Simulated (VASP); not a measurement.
An input for Ansatz (written as the equivalent of a VASP run, and not itself run):

Ansatz 0.2 input:
```yaml
crystal:
  lattice:
    - [2.2728800, -3.9367439, 0.0000000]
    - [2.2728800, 3.9367439, 0.0000000]
    - [0.0000000, 0.0000000, 6.9775139]
  atoms:
    - { symbol: Pb, position: [0.0000000, 0.0000000, 0.0000000] }
    - { symbol: I, position: [0.3333330, 0.6666670, 0.2718067] }
    - { symbol: I, position: [0.6666670, 0.3333330, 0.7281933] }
kpoints:
  mp_grid: { grid: [6, 6, 4] }
hamiltonian:
  xc: pbe
  dispersion: d4
  pseudopotentials: { kind: paw }
scf:
  occupations: { method: tetrahedron }
  max_iter: 100
output: { forces: true, stress: true, eigenvalues: true }
```

**Question.** Translate this input to VASP (INCAR, KPOINTS, POSCAR, choice of POTCAR).

**Answer.** Several could match; the one computed here: 
File KPOINTS:
```
Automatic mesh
0
Gamma
6 6 4
0 0 0
```

POSCAR:
```
PbI2
4.545760
  0.5000000073  -0.8660254511   0.0000000000
  0.5000000073   0.8660254511   0.0000000000
  0.0000000000   0.0000000000   1.5349499119
Pb I
1 2
Cart
  0.0000000000   0.0000000000   0.0000000000
  0.5000000073   0.2886757277   0.4172097414
  0.5000000073  -0.2886757277   1.1177401704
```

INCAR:
```
SYSTEM = PbI2
PREC = Accurate; ENCUT = 520; LREAL = .FALSE.
LASPH = .TRUE.
EDIFF = 1E-7; NELM = 100; ALGO = Normal
LMAXMIX = 4
ISMEAR = -5
GGA = PE; IVDW = 13
ISIF = 2
LWAVE = .FALSE.; LCHARG = .TRUE.; LORBIT = 11
NEDOS = 601
LEFG = .TRUE.
```

POTCAR, in this order: Pb_d I (PBE.64 set). Program: vasp_std.

Limits of the translation: each code has its own PAW files, so the cut-off isn't converted (ENCUT is set for VASP's; basis.ecutwfc is left out, and Ansatz then takes the one that its files recommend); Ansatz stops its SCF on the density residual and VASP on the energy change (EDIFF); the field gradients of LEFG aren't asked of the other code.

The compound is PbI2 in the 1T layered structure. It was relaxed first.
